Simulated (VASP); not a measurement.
CsTaS2 and the effect of the functional

The cell as given:

```xyz
4
Lattice="3.5424 0.0000 0.0000 -1.7712 3.0678 0.0000 0.0000 0.0000 8.2685" Properties=species:S:1:pos:R:3 pbc="T T T"
Cs    0.0000    0.0000    4.1342
Ta    0.0000    2.0452    0.0000
S     1.7712    1.0226    1.5030
S     1.7712    1.0226    6.7655
```

The cell comes from a database or a generator and needn't be the stable form of this composition.

Kept alike: task relaxation of cell and atoms; k mesh 7 × 7 × 3; occupations fermi-dirac, width 0.05 eV; no spin polarisation. Program: VASP, PAW files Cs_sv, S, Ta_pv, 600 eV. The mesh is that of the run's cell of 4 atoms. No spin-orbit coupling.

| functional | volume (Å³/atom) | first edge of the run's cell (Å) | third edge of the run's cell (Å) |
| --- | --- | --- | --- |
| AM05 | 21.622 | 3.491 | 8.193 |
| BLYP | 24.070 | 3.630 | 8.438 |
| LDA | 21.004 | 3.463 | 8.089 |
| PBE | 22.552 | 3.547 | 8.281 |
| PBEsol | 21.498 | 3.487 | 8.164 |
| PW91 | 22.576 | 3.549 | 8.277 |
| RPBE | 23.259 | 3.581 | 8.376 |
| optB88-vdW | 22.441 | 3.540 | 8.272 |
| rev-vdW-DF2 | 22.025 | 3.516 | 8.230 |
| revPBE | 23.077 | 3.573 | 8.347 |
| vdW-DF-cx | 21.653 | 3.496 | 8.181 |

The relaxations keep at least the cell's symmetry (P-6m2). Relaxations stop with a little pressure left, so the last digits of a volume or edge aren't settled. Potentials were made for PBE (AM05, BLYP, PBE, PBEsol, PW91, RPBE, optB88-vdW, rev-vdW-DF2, revPBE, vdW-DF-cx); LDA (LDA).

Task: What does the functional change here?

Result: The volume runs from 21.004 (LDA) to 24.070 Å³/atom (BLYP). From PBE: AM05 -0.930; BLYP +1.518; LDA -1.548; PBEsol -1.054; PW91 +0.024; RPBE +0.707; optB88-vdW -0.111; rev-vdW-DF2 -0.527; revPBE +0.525; vdW-DF-cx -0.899. The first edge of the run's cell runs from 3.463 (LDA) to 3.630 Å (BLYP). From PBE: AM05 -0.056; BLYP +0.083; LDA -0.084; PBEsol -0.060; PW91 +0.002; RPBE +0.034; optB88-vdW -0.007; rev-vdW-DF2 -0.031; revPBE +0.026; vdW-DF-cx -0.051. The third edge of the run's cell runs from 8.089 (LDA) to 8.438 Å (BLYP). From PBE: AM05 -0.088; BLYP +0.157; LDA -0.192; PBEsol -0.117; PW91 -0.004; RPBE +0.095; optB88-vdW -0.009; rev-vdW-DF2 -0.051; revPBE +0.066; vdW-DF-cx -0.100.
